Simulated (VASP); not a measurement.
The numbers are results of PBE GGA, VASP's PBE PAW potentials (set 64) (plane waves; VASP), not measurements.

VASP input:

File KPOINTS:
```
Automatic mesh
0
Gamma
16 16 16
0 0 0
```

POSCAR:
```
Pd
1.0
  0.0000000000   1.9369933919   1.9369933919
  1.9369933919   0.0000000000   1.9369933919
  1.9369933919   1.9369933919   0.0000000000
Pd
1
direct
  0.0000000000   0.0000000000   0.0000000000
```

### INCAR
```
# general
SYSTEM =Pd
PREC   =Accurate
ENCUT  =500   # plane-wave cut-off (eV)
LREAL  =.FALSE.   # projection in real space or not
LASPH  =.TRUE.   # aspherical one-centre terms

# electronic loop
EDIFF  =1E-6   # SCF stop (eV)
NELM   =100   # most electronic steps
ALGO   =Normal   # blocked Davidson
LMAXMIX=4   # l cut-off of mixed one-centre charges

# smearing
ISMEAR =1   # Methfessel-Paxton
SIGMA  =0.1   # width (eV)

# functional
GGA    =PE   # PBE

# ions
IBRION =2   # conjugate gradients
NSW    =40   # most ionic steps
ISIF   =3   # ions, shape and volume
EDIFFG =-0.02
PSTRESS=100   # kbar

# output
LWAVE  =.FALSE.
LCHARG =.FALSE.
```

POTCAR, in this order: Pd (PBE.64 set). Program: vasp_std.

Output

**OUTCAR**
```
 ion  position               nearest neighbor table
   1  0.000  0.000  0.000-
  LATTYP: Found a face centered cubic cell.
 ALAT       =     3.8739867838
 Subroutine PRICEL returns:
 Original cell was already a primitive cell.
 Subroutine GETGRP returns: Found 48 space group operations
The static configuration has the point symmetry O_h .
The dynamic configuration has the point symmetry O_h .
 Subroutine INISYM returns: Found 48 space group operations
 Subroutine IBZKPT returns following result:
 Found    145 irreducible k-points:

 Following reciprocal coordinates:
            Coordinates               Weight
  0.000000  0.000000  0.000000      1.000000
  0.062500  0.000000  0.000000      8.000000
  0.125000  0.000000  0.000000      8.000000
  0.187500  0.000000  0.000000      8.000000
  0.250000  0.000000  0.000000      8.000000
  0.312500  0.000000  0.000000      8.000000
  0.375000  0.000000  0.000000      8.000000
  0.437500  0.000000  0.000000      8.000000
  0.500000  0.000000  0.000000      4.000000
  0.062500  0.062500  0.000000      6.000000
  0.125000  0.062500  0.000000     24.000000
  0.187500  0.062500  0.000000     24.000000
  0.250000  0.062500  0.000000     24.000000
  0.312500  0.062500  0.000000     24.000000
  0.375000  0.062500  0.000000     24.000000
  0.437500  0.062500  0.000000     24.000000
  0.500000  0.062500  0.000000     24.000000
 -0.437500  0.062500  0.000000     24.000000
 -0.375000  0.062500  0.000000     24.000000
 -0.312500  0.062500  0.000000     24.000000
 -0.250000  0.062500  0.000000     24.000000
 -0.187500  0.062500  0.000000     24.000000
 -0.125000  0.062500  0.000000     24.000000
 -0.062500  0.062500  0.000000     12.000000
  0.125000  0.125000  0.000000      6.000000
...
```

File OSZICAR:
```
       N       E                     dE             d eps       ncg     rms          rms(c)
DAV:   1     0.370005851859E+02    0.37001E+02   -0.51592E+03  2634   0.101E+03
DAV:   2    -0.510399504267E+01   -0.42105E+02   -0.40836E+02  2778   0.189E+02
DAV:   3    -0.547011861724E+01   -0.36612E+00   -0.36220E+00  3032   0.202E+01
DAV:   4    -0.547197323550E+01   -0.18546E-02   -0.18544E-02  3084   0.135E+00
DAV:   5    -0.547199479176E+01   -0.21556E-04   -0.21557E-04  3113   0.124E-01    0.810E+00
DAV:   6    -0.521057031499E+01    0.26142E+00   -0.11616E+00  2665   0.102E+01    0.400E+00
DAV:   7    -0.519840736227E+01    0.12163E-01   -0.10465E-02  2971   0.924E-01    0.206E+00
DAV:   8    -0.519437632346E+01    0.40310E-02   -0.11245E-03  2834   0.270E-01    0.588E-02
DAV:   9    -0.519437956985E+01   -0.32464E-05   -0.81469E-06  3352   0.323E-02    0.116E-02
DAV:  10    -0.519438361795E+01   -0.40481E-05   -0.15960E-06  2964   0.132E-02    0.257E-03
DAV:  11    -0.519438348706E+01    0.13089E-06   -0.32199E-08  1407   0.172E-03
   1 F= -.42871818E+01 E0= -.42871666E+01  d E =-.428718E+01
```

### OUTCAR
```
------------------------ aborting loop because EDIFF is reached ----------------------------------------
  FORCE on cell =-STRESS in cart. coord.  units (eV):
  Direction    XX          YY          ZZ          XY          YZ          ZX
  --------------------------------------------------------------------------------------
  Total        0.9045000      0.9045000      0.9045000      0.0000000      0.0000000     -0.0000000
  in kB       99.7022000     99.7022000     99.7022000      0.0000000      0.0000000     -0.0000000
  external PRESSURE =      -0.2978000 kB  Pullay stress =     100.0000000 kB
  volume of cell :       14.53
      direct lattice vectors                 reciprocal lattice vectors
     0.000000000  1.936993392  1.936993392    -0.258132011  0.258132011  0.258132011
     1.936993392  0.000000000  1.936993392     0.258132011 -0.258132011  0.258132011
     1.936993392  1.936993392  0.000000000     0.258132011  0.258132011 -0.258132011
 POSITION                                       TOTAL-FORCE (eV/Angst)
 -----------------------------------------------------------------------------------
      0.00000      0.00000      0.00000         0.000000      0.000000      0.000000
 -----------------------------------------------------------------------------------
    total drift:                                0.000000     -0.000000      0.000000
  FREE ENERGIE OF THE ION-ELECTRON SYSTEM (eV)
  ---------------------------------------------------
  free  energy   TOTEN  =        -5.1943834871 eV

  energy  without entropy=       -5.1943376550  energy(sigma->0) =       -5.19436821
  enthalpy is  TOTEN    =        -4.2871818388 eV   P V=        0.9072016483

 reached required accuracy - stopping structural energy minimisation
```
(Selected blocks of OUTCAR.)

**OUTCAR**
```
 val. band max:       10.0451737508   @ k =   0.5000   0.1250   0.0000

 cond. band min:      10.0556977132   @ k =   0.5000   0.3750   0.0625


 Fermi energy:        10.0499850157

 k-point     1 :       0.0000    0.0000    0.0000
  band No.  band energies     occupation
      1       2.7796      2.00000
      2       7.1358      2.00000
      3       7.1358      2.00000
      4       7.1358      2.00000
      5       8.7860      2.00000
      6       8.7860      2.00000
      7      27.2322      0.00000
      8      32.0938      0.00000
      9      32.0938      0.00000

 k-point     2 :       0.0625    0.0000    0.0000
  band No.  band energies     occupation
      1       2.9234      2.00000
      2       7.0839      2.00000
      3       7.1862      2.00000
      4       7.1862      2.00000
      5       8.7615      2.00000
      6       8.7615      2.00000
      7      27.3891      0.00000
      8      31.1606      0.00000
      9      32.2633      0.00000

 k-point     3 :       0.1250    0.0000    0.0000
  band No.  band energies     occupation
      1       3.3339      2.00000
      2       6.9622      2.00000
      3       7.3118      2.00000
      4       7.3118      2.00000
      5       8.7170      2.00000
      6       8.7170      2.00000
      7      27.7004      0.00000
      8      29.3884      0.00000
      9      32.7384      0.00000

 k-point     4 :       0.1875    0.0000    0.0000
  band No.  band energies     occupation
      1       3.9258      2.00000
      2       6.8862      2.00000
      3       7.4285      2.00000
      4       7.4285      2.00000
      5       8.7425      2.00000
      6       8.7425      2.00000
      7      26.8352      0.00000
      8      28.5004      0.00000
      9      33.3980      0.00000

 k-point     5 :       0.2500    0.0000    0.0000
  band No.  band energies     occupation
      1       4.4790      2.00000
      2       7.1037      2.00000
      3       7.4340      2.00000
...
```

The compound is Pd in the fcc structure. It was relaxed first under an external pressure of 10 GPa.
